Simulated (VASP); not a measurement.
All values below come from RPBE GGA, VASP's PBE PAW potentials (set 64) (plane waves; VASP).

A VASP calculation is set up with these files.

### INCAR
```
SYSTEM = Pd
PREC = Accurate
ENCUT = 520
EDIFF = 1E-7
NELM = 100
ALGO = Normal
LREAL = .FALSE.
LASPH = .TRUE.
ISMEAR = 1
SIGMA = 0.1
GGA = RP
LMAXMIX = 4
LWAVE = .FALSE.
LCHARG = .FALSE.
ISIF = 2
```

**KPOINTS**
```
Automatic mesh
0
Gamma
16 16 16
0 0 0
```

**POSCAR**
```
Pd
1
    0.0000000000     1.9493713750     1.9493713750
    1.9493713750     0.0000000000     1.9493713750
    1.9493713750     1.9493713750     0.0000000000
Pd
1
Direct
  0.0000000000   0.0000000000   0.0000000000
```

POTCAR, in this order: Pd (PBE.64 set). Program: vasp_std.

Output

### OSZICAR
```
       N       E                     dE             d eps       ncg     rms          rms(c)
DAV:   1     0.385658874145E+02    0.38566E+02   -0.53355E+03  2650   0.104E+03
DAV:   2    -0.445153300100E+01   -0.43017E+02   -0.41628E+02  2806   0.191E+02
DAV:   3    -0.481901736643E+01   -0.36748E+00   -0.36518E+00  3059   0.205E+01
DAV:   4    -0.482100129353E+01   -0.19839E-02   -0.19836E-02  3016   0.140E+00
DAV:   5    -0.482102471432E+01   -0.23421E-04   -0.23419E-04  3068   0.132E-01    0.740E+00
DAV:   6    -0.461132846517E+01    0.20970E+00   -0.93664E-01  2662   0.920E+00    0.383E+00
DAV:   7    -0.460135936416E+01    0.99691E-02   -0.96027E-03  2993   0.898E-01    0.196E+00
DAV:   8    -0.459823377127E+01    0.31256E-02   -0.10458E-03  2752   0.271E-01    0.543E-02
DAV:   9    -0.459823640591E+01   -0.26346E-05   -0.80629E-06  3048   0.323E-02    0.140E-02
DAV:  10    -0.459824145503E+01   -0.50491E-05   -0.24923E-06  2924   0.193E-02    0.315E-03
DAV:  11    -0.459824118948E+01    0.26555E-06   -0.49286E-08  2459   0.197E-03    0.410E-04
DAV:  12    -0.459824112566E+01    0.63824E-07   -0.45155E-09  1361   0.775E-04
   1 F= -.45982411E+01 E0= -.45981837E+01  d E =-.172353E-03
```

File OUTCAR:
```
------------------------ aborting loop because EDIFF is reached ----------------------------------------
  FORCE on cell =-STRESS in cart. coord.  units (eV):
  Direction    XX          YY          ZZ          XY          YZ          ZX
  --------------------------------------------------------------------------------------
  Total        0.9824636      0.9824636      0.9824636     -0.0000000      0.0000000      0.0000000
  in kB      106.2461755    106.2461755    106.2461755     -0.0000000      0.0000000      0.0000000
  external PRESSURE =     106.2461755 kB  Pullay stress =       0.0000000 kB
  volume of cell :       14.82
      direct lattice vectors                 reciprocal lattice vectors
     0.000000000  1.949371375  1.949371375    -0.256492943  0.256492943  0.256492943
     1.949371375  0.000000000  1.949371375     0.256492943 -0.256492943  0.256492943
     1.949371375  1.949371375  0.000000000     0.256492943  0.256492943 -0.256492943
 POSITION                                       TOTAL-FORCE (eV/Angst)
 -----------------------------------------------------------------------------------
      0.00000      0.00000      0.00000         0.000000      0.000000      0.000000
 -----------------------------------------------------------------------------------
    total drift:                               -0.000000      0.000000     -0.000000
  FREE ENERGIE OF THE ION-ELECTRON SYSTEM (eV)
  ---------------------------------------------------
  free  energy   TOTEN  =        -4.5982411257 eV

  energy  without entropy=       -4.5980687722  energy(sigma->0) =       -4.59818367
```
(Selected blocks of OUTCAR.)

The compound is Pd in the fcc structure. This cell is one point of a volume scan, at 0.94 of the reference volume.
